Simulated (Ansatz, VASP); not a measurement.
# MgCd3Se2 in VASP and in Ansatz

Contents of INCAR:

```
ALGO = Normal ; EDIFF = 1E-7
ENCUT = 520 ; GGA = PE
ISIF = 2 ; ISMEAR = 0
LASPH = True ; LCHARG = False
LREAL = False ; LWAVE = False
NBANDS = 34 ; NELM = 80
PREC = Accurate ; SIGMA = 0.1
```

The input KPOINTS:

```
k-points
0
Gamma
  6 6 4
```

File POSCAR:

```
MgCd3Se2
1.0
    4.6585814900      0.0000000000      0.0000000000
   -2.3292907500      4.0344499200      0.0000000000
    0.0000000000      0.0000000000      7.4034511000
Mg Cd Se
1 3 2
Direct
    0.0000000000      0.0000000000      0.0000000000
    0.5196066500      0.4803933500      0.0000000000
    0.5196066500      0.0392133100      0.0000000000
    0.9607866900      0.4803933500      0.0000000000
    0.0000000000      0.0000000000      0.7522432300
    0.0000000000      0.0000000000      0.2477567700
```

Input for Ansatz:

```yaml
crystal:
  lattice:
    - [4.65858149, 0.0, 0.0]
    - [-2.32929075, 4.03444992, 0.0]
    - [0.0, 0.0, 7.4034511]
  atoms:
    - { symbol: Mg, position: [0.0, 0.0, 0.0] }
    - { symbol: Cd, position: [0.51960665, 0.48039335, 0.0] }
    - { symbol: Cd, position: [0.51960665, 0.03921331, 0.0] }
    - { symbol: Cd, position: [0.96078669, 0.48039335, 0.0] }
    - { symbol: Se, position: [0.0, 0.0, 0.75224323] }
    - { symbol: Se, position: [0.0, 0.0, 0.24775677] }
basis:
  ecutwfc: 420
kpoints:
  mp_grid: { grid: [6, 6, 4] }
hamiltonian:
  xc: pbe
scf:
  occupations: { method: gaussian, width: 0.1 }
  lower_state_search: "off"
output:
  forces: true
  stress: true
  eigenvalues: true
```

Alike in both runs: task single point; functional PBE; k mesh 6 × 6 × 4; occupations gaussian, width 0.1 eV; no spin polarisation.

|  | VASP | Ansatz |
| --- | --- | --- |
| version | VASP 6.6.1 | Ansatz 0.2.0 |
| potentials or method | VASP PAW PBE potentials, release 64 (Mg, Cd, Se) | scalar-relativistic, plane waves, PAW |
| plane-wave cutoff (eV) | 520 | 420 |
| valence electrons in the cell | 50 | 102 |

Ansatz gave:

| Quantity | Value |
| --- | --- |
| gap on the k mesh at the Fermi level (eV) | 0.21 |
| least direct gap on the mesh (eV) | 0.95 |
| rms of the force components (eV/Å) | 10.480 |

Estimate VASP's values.

gap on the k mesh at the Fermi level (eV): 0.22; least direct gap on the mesh (eV): 0.99; rms of the force components (eV/Å): 11.125.

Atom by atom the forces differ by 0.668 eV/Å (rms over components). With one functional, cell and mesh, what is left measures potentials, basis and numerics. The two sets of potentials don't hold the same shells in valence.

Caveats: forces of over 1 eV/Å show positions far from the minimum, so gaps and moduli don't describe the material at rest.
